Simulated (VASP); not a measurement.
Runs of VASP 6.6.1 on FCdCl. The cell holds a molecule in a box, 3 atoms: a = 10.000 Å, b = 14.000 Å, c = 10.000 Å, α = 90.00°, β = 90.00°, γ = 90.00°. 

```csv
level,potentials or basis,cutoff (eV),grid for exact exchange (PRECFOCK),exchange at q = 0,gap on the mesh (eV),largest force (eV/Å)
BEEF-vdW,"VASP PAW PBE potentials, release 64 (F_h, Cd, Cl_h)",900,-,-,(b),(a)
B3LYP+D3(BJ),"VASP PAW PBE potentials, release 64 (F_s, Cd, Cl)",400,Normal,default,6.24,0.73
r2SCAN0+D4,"VASP PAW PBE potentials, release 64 (F, Cd, Cl)",520,Fast,default,7.23,0.19
r2SCAN0,"VASP PAW PBE potentials, release 64 (F_s, Cd, Cl)",400,Fast,truncated,7.21,0.28
```

Alike in all rows: task single point; no spin polarisation; cell as given; k mesh 1 × 1 × 1; smearing gaussian 0.01 eV.

Q: Estimate the missing entries.

A: (a) 0.94; (b) 4.46.

Caveats: the PAW data sets were made with another functional, which shifts forces and pressure a little.

A k mesh can miss the band edges, and the runs leave out spin-orbit coupling on Cd.

Runs at the PBE level aren't shown here.
